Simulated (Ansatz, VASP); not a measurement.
This is a calculation of NiMoIrPdW for Ansatz 0.2.0.

input.yaml

```yaml
crystal:
  lattice:
    - [2.76609, 0.0, 0.0]
    - [-1.38305, 2.39551, 0.0]
    - [0.0, 0.0, 11.02278]
  atoms:
    - { symbol: Ni, position: [0.33333, 0.66667, 0.59711], spin: 1.0 }
    - { symbol: Mo, position: [0.0, 0.0, 0.41074], spin: 1.0 }
    - { symbol: Pd, position: [0.66667, 0.33333, 0.7952] }
    - { symbol: Ir, position: [0.66667, 0.33333, 0.19961], spin: 0.6 }
    - { symbol: W, position: [0.33333, 0.66667, 0.99734] }
hamiltonian:
  xc: pbe
  pseudopotentials: { kind: nc, source: spms }
magnetization:
  spin_polarized: true
kpoints:
  mp_grid: { grid: [11, 11, 3] }
scf:
  occupations: { method: fermi_dirac, width: 0.05 }
output:
  forces: true
  stress: true
  eigenvalues: true
```

Potentials or basis: SPMS NC.

Launch:

```sh
$ ansatz run input.yaml --threads 8 --pin off --max-ram 20480MiB --backend cpu --events-out ev --progress --plain --runs-dir out
```

Question: Set up the same calculation for VASP 6.6.1. Potentials there: VASP PAW PBE potentials, release 64 (Ni, Mo_sv, Pd, Ir, W_sv).

Answer: As run (the cutoff follows the program's own potentials):

File INCAR:

```
SYSTEM = NiMoIrPdW
ALGO     = Normal         ! electronic algorithm
EDIFF    = 1E-7           ! SCF threshold, eV
ENCUT    = 520            ! plane-wave cutoff, eV
GGA      = PE             ! functional
ISIF     = 2              ! what is computed and relaxed
ISMEAR   = -1             ! smearing method
ISPIN    = 2              ! spin polarisation
KPAR     = 4            
LASPH    = .TRUE.         ! aspherical terms in the spheres
LCHARG   = .FALSE.        ! write CHGCAR
LMAXMIX  = 4              ! l up to which the mixer works
LORBIT   = 11             ! projections on sites
LREAL    = .FALSE.        ! projectors in reciprocal space
LWAVE    = .FALSE.        ! write WAVECAR
MAGMOM   = 1 1 0 0.6 0    ! initial moments
NBANDS   = 40             ! bands
NELM     = 150            ! most SCF steps
PREC     = Accurate       ! precision mode
SIGMA    = 0.05           ! smearing width, eV
```

File KPOINTS:

```
k-points
0
G
  11 11 3
  0 0 0
```

The input POSCAR:

```
NiMoIrPdW
1.0
    2.7660900000      0.0000000000      0.0000000000
   -1.3830500000      2.3955100000      0.0000000000
    0.0000000000      0.0000000000     11.0227800000
Ni Mo Pd Ir W
1 1 1 1 1
Direct
    0.3333300000      0.6666700000      0.5971100000
    0.0000000000      0.0000000000      0.4107400000
    0.6666700000      0.3333300000      0.7952000000
    0.6666700000      0.3333300000      0.1996100000
    0.3333300000      0.6666700000      0.9973400000
```

Potentials or basis: VASP PAW PBE potentials, release 64 (Ni, Mo_sv, Pd, Ir, W_sv).

The run is started by

```console
$ cat potpaw_PBE.64/Ni/POTCAR potpaw_PBE.64/Mo_sv/POTCAR potpaw_PBE.64/Pd/POTCAR potpaw_PBE.64/Ir/POTCAR potpaw_PBE.64/W_sv/POTCAR > POTCAR
$ mpirun -np 4 vasp_std > vasp.out
```

Both were run:

|  | VASP | Ansatz | Ansatz less VASP |
| --- | --- | --- | --- |
| gap on the k mesh at the Fermi level (eV) | none | none | - |
| pressure (GPa) | 0.5 | 0.3 | -0.14 |
| largest component of the traceless stress (GPa) | 1.00 | 1.05 | +0.057 |
| rms of the force components (eV/Å) | 0.049 | 0.062 | +0.0130 |
| net moment per atom (μB) | 0.00 | 0.00 | 0.000 |

Atom by atom the forces differ by 0.016 eV/Å (rms over components). A gap of «none» marks a metal or a gap that the smearing closes. The two sets of potentials don't hold the same shells in valence.

Caveats: the starting moments weren't kept (Ansatz). The runs have no spin-orbit coupling, so splittings on Ir, W are missing.
